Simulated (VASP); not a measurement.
```xyz
2
Lattice="4.0941 -2.2843 -0.0159 4.0941 2.2843 -0.0159 2.8590 0.0000 3.7388" Properties=species:S:1:pos:R:3 pbc="T T T"
Bi     2.6141     0.0000     0.8772
Bi     8.4331     0.0000     2.8299
```

Computed with PBEsol GGA, VASP's PBE PAW potentials (set 64) (plane waves; VASP). Settings: 480 eV cut-off, 10×10×10 Γ-centred mesh, first-order Methfessel-Paxton smearing of 0.10 eV, potentials Bi_d.

Problem. Which forces act on the atoms, in eV/Å?

Solution. 
```csv
atom,Fx,Fy,Fz
Bi1,-0.045,0.000,-0.050
Bi2,0.045,0.000,0.050
```

Problem. Give the stress tensor in GPa (positive for a compressed cell).

Solution. 
```
-0.59   0.00  -0.19
 0.00  -1.24   0.00
-0.19   0.00  -1.07
```
The pressure is its mean diagonal, -0.97 GPa.

The compound is Bi in the a7 structure. This cell was strained or had an atom moved on purpose.
